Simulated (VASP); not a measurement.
Calculation: TPSS meta-GGA, VASP's PBE PAW potentials (set 64) (plane waves; VASP).

VASP ran on this input.

INCAR:
```
! general
SYSTEM =TaRh3
PREC   =Accurate
ENCUT  =400
LREAL  =F
LASPH  =T   ! aspherical one-centre terms

! electronic loop
EDIFF  =1E-6   ! SCF stop (eV)
NELM   =100   ! most electronic steps
ALGO   =Normal
LMAXMIX=6   ! l cut-off of mixed one-centre charges
LMIXTAU=T

! smearing
ISMEAR =1
SIGMA  =0.1

! functional
METAGGA=TPSS

! ions
ISIF   =2   ! forces and stress, cell fixed

! output
LWAVE  =F
LCHARG =F
```

### POSCAR
```
TaRh3
1
    3.8697800000     0.0000000000     0.0000000000
    0.0000000000     3.8697800000     0.0000000000
    0.0000000000     0.0000000000     3.8697800000
Ta Rh
1 3
Direct
  0.0000000000   0.0000000000   0.0000000000
  0.0000000000   0.5000000000   0.5000000000
  0.5000000000   0.0000000000   0.5000000000
  0.5000000000   0.5000000000   0.0000000000
```

File KPOINTS:
```
K-points
0
G
 7 7 7
0 0 0
```

POTCAR, in this order: Ta_pv Rh_pv (PBE.64 set). Program: vasp_std.

Question: What will the output report for the number of irreducible k-points (NKPTS), number of bands (NBANDS), largest plane-wave count, number of space-group operations, FFT grid (NGX, NGY, NGZ)?

Answer: 
```yaml
number of irreducible k-points (NKPTS): 20
number of bands (NBANDS): 33
largest_plane_wave_count: 1066
number_of_space_group_operations: 48
FFT grid (NGX, NGY, NGZ): 28 × 28 × 28
```

The structure comes from a computed database's TaRh3 entry (Pm-3m); how it stands against other phases isn't given here. The cell was not relaxed at this level. The run is one of a series of settings (GGA removed, LMIXTAU = .TRUE., METAGGA = TPSS against the base run), some of them coarse on purpose.
